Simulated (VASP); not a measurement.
Consider the following.

```
Ga4As3P
1.0
    0.00061     5.60574     5.59493
    5.60574     0.00061     5.59493
    2.80317     2.80317     0.00000
Ga P As
4 1 3
Direct
  0.00478   0.00478   0.99044
  0.00285   0.49262   0.00453
  0.49262   0.00285   0.00453
  0.49980   0.49980   0.00041
  0.12496   0.12496   0.25009
  0.12465   0.62520   0.25014
  0.62520   0.12465   0.25014
  0.62514   0.62514   0.24972
```

Level of theory: PBEsol GGA, VASP's PBE PAW potentials (set 64) (plane waves; VASP 6.6.1). Numerical set-up: 400 eV cut-off, Gaussian smearing of 0.050 eV, potentials Ga_d P As.

Problem. Give the energies of bands 29 to 42 at the high-symmetry points, in eV from the valence-band maximum.

Solution. 
```
band      Γ      Y     C0      Z     A0      T      S      R
----  -----  -----  -----  -----  -----  -----  -----  -----
29    -2.76  -3.46  -3.99  -3.66  -2.90  -2.82  -3.32  -3.47
30    -1.35  -3.41  -2.53  -3.63  -2.84  -2.75  -3.28  -3.32
31    -1.22  -2.00  -2.05  -3.55  -2.82  -2.74  -2.27  -3.26
32    -1.17  -1.88  -1.97  -3.44  -2.71  -2.68  -1.99  -3.23
33    -1.04  -1.62  -1.80  -3.43  -2.19  -1.32  -0.87  -2.29
34    -0.02  -1.62  -1.66  -3.34  -2.01  -1.17  -0.82  -2.11
35     0.00  -1.30  -1.55  -1.41  -1.38  -1.16  -0.58  -1.99
36     0.00  -1.14  -0.69  -1.13  -1.38  -1.04  -0.56  -1.96
37     0.71   1.75   2.06   2.60   1.54   1.00   1.37   1.93
38     1.03   1.98   2.41   2.85   1.69   1.06   1.63   2.10
39     1.04   2.60   2.49   4.55   1.86   1.22   2.01   2.24
40     1.34   2.85   2.80   4.56   1.95   1.48   2.24   2.28
41     1.56   3.25   3.46   4.57   2.13   1.57   4.42   4.52
42     3.66   3.33   3.64   4.59   2.13   1.60   4.47   4.54
```

The gap is direct, 0.71 eV, from the valence maximum at Γ to the conduction minimum at Γ.

The structure was generated: Ga4As3P was put into an ordered model structure (Amm2), which need not be its known phase. It was relaxed first.
